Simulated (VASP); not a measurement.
Given:

```
CELL_PARAMETERS angstrom
      4.32827     0.00000     0.00000
     -2.16414     3.74839     0.00000
      0.00000     0.00000     7.06077
ATOMIC_POSITIONS crystal
  Cd 0.66667 0.33333 0.49995
  Cd 0.33333 0.66667 0.99995
  Se 0.66667 0.33333 0.87591
  Se 0.33333 0.66667 0.37591
```

Method: PBE GGA, VASP's PBE PAW potentials (set 64) (plane waves; VASP). Settings: 300 eV cut-off, 5×5×3 Γ-centred mesh, Fermi-Dirac smearing of 0.010 eV, potentials Cd Se.

Question: Give the energies of bands 13 to 21 at the high-symmetry points, in eV from the valence-band maximum.

Answer: 
```csv
band,Γ,M,K,A,L,H
13,-4.29,-4.13,-3.74,-2.62,-4.13,-4.03
14,-0.74,-3.58,-3.74,-2.62,-4.13,-4.03
15,-0.74,-2.59,-2.97,-0.39,-1.32,-2.37
16,-0.04,-1.80,-1.83,-0.39,-1.32,-2.37
17,0.00,-1.29,-1.83,-0.39,-1.31,-1.09
18,0.00,-0.74,-1.64,-0.39,-1.31,-1.09
19,0.62,3.17,4.26,2.33,2.92,3.72
20,2.17,3.32,4.70,2.33,2.92,3.72
21,5.85,4.77,4.70,5.82,4.84,5.81
```

The gap is direct, 0.62 eV, from the valence maximum at Γ to the conduction minimum at Γ.

The structure comes from a computed database's CdSe entry; how it stands against other phases isn't given here. The cell was not relaxed at this level.
